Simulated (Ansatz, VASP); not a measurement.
One calculation of Mg2CdSe3, two programs

File INCAR:

```
  PREC = Accurate
  ENCUT = 520
  EDIFF = 1E-7
  ISMEAR = 0
  SIGMA = 0.1
  LREAL = False
  LASPH = True
  NELM = 80
  ALGO = Normal
  ISIF = 2
  LWAVE = False
  LCHARG = True
  GGA = PE
  LELF = True
  LVHAR = True
  NBANDS = 46
```

The input KPOINTS:

```
Automatic mesh
0
Gamma
  6 6 1
```

File POSCAR:

```
Mg2CdSe3
1.0
    3.9535401222      0.0000000289      0.0000000000
   -1.9767700861      3.4238661663      0.0000000000
    0.0000000000      0.0000000000     19.3716588000
Mg Cd Se
4 2 6
Direct
    0.3333333333      0.6666666667      0.3314040000
    0.3333333333      0.6666666667      0.8314040000
    0.6666666667      0.3333333333      0.1685960000
    0.6666666667      0.3333333333      0.6685960000
    0.0000000000      0.0000000000      0.0000000000
    0.0000000000      0.0000000000      0.5000000000
    0.0000000000      0.0000000000      0.2500000000
    0.0000000000      0.0000000000      0.7500000000
    0.3333333333      0.6666666667      0.0879065000
    0.3333333333      0.6666666667      0.5879065000
    0.6666666667      0.3333333333      0.4120935000
    0.6666666667      0.3333333333      0.9120935000
```

Input for Ansatz:

```yaml
crystal:
  lattice:
    - [3.9535401222, 2.89e-08, 0.0]
    - [-1.9767700861, 3.4238661663, 0.0]
    - [0.0, 0.0, 19.3716588]
  atoms:
    - { symbol: Mg, position: [0.3333333333, 0.6666666667, 0.331404] }
    - { symbol: Mg, position: [0.3333333333, 0.6666666667, 0.831404] }
    - { symbol: Mg, position: [0.6666666667, 0.3333333333, 0.168596] }
    - { symbol: Mg, position: [0.6666666667, 0.3333333333, 0.668596] }
    - { symbol: Cd, position: [0.0, 0.0, 0.0] }
    - { symbol: Cd, position: [0.0, 0.0, 0.5] }
    - { symbol: Se, position: [0.0, 0.0, 0.25] }
    - { symbol: Se, position: [0.0, 0.0, 0.75] }
    - { symbol: Se, position: [0.3333333333, 0.6666666667, 0.0879065] }
    - { symbol: Se, position: [0.3333333333, 0.6666666667, 0.5879065] }
    - { symbol: Se, position: [0.6666666667, 0.3333333333, 0.4120935] }
    - { symbol: Se, position: [0.6666666667, 0.3333333333, 0.9120935] }
basis:
  ecutwfc: 420
kpoints:
  mp_grid: { grid: [6, 6, 1] }
hamiltonian:
  xc: pbe
scf:
  occupations: { method: gaussian, width: 0.1 }
  lower_state_search: "off"
output:
  forces: true
  stress: true
  eigenvalues: true
```

Alike in both runs: task single point; functional PBE; k mesh 6 × 6 × 1; occupations gaussian, width 0.1 eV; no spin polarisation.

|  | VASP | Ansatz |
| --- | --- | --- |
| version | VASP 6.6.1 | Ansatz 0.2.0 |
| potentials or method | VASP PAW PBE potentials, release 64 (Mg, Cd, Se) | scalar-relativistic, plane waves, PAW |
| plane-wave cutoff (eV) | 520 | 420 |
| valence electrons in the cell | 68 | 176 |

VASP gave:

```
gap on the k mesh at the Fermi level (eV) : 0.86
least direct gap on the mesh (eV)         : 1.17
pressure (GPa)                            : 0.0
rms of the force components (eV/Å)        : 0.014
```

**Question.** What did Ansatz give for the same quantities?

**Answer.** gap on the k mesh at the Fermi level (eV): 0.87; least direct gap on the mesh (eV): 1.19; pressure (GPa): 0.0; rms of the force components (eV/Å): 0.001.

Atom by atom the forces differ by 0.013 eV/Å (rms over components). The two sets of potentials don't hold the same shells in valence.

Caveats: an odd mesh through Γ misses points on the zone boundary, where band edges often lie.
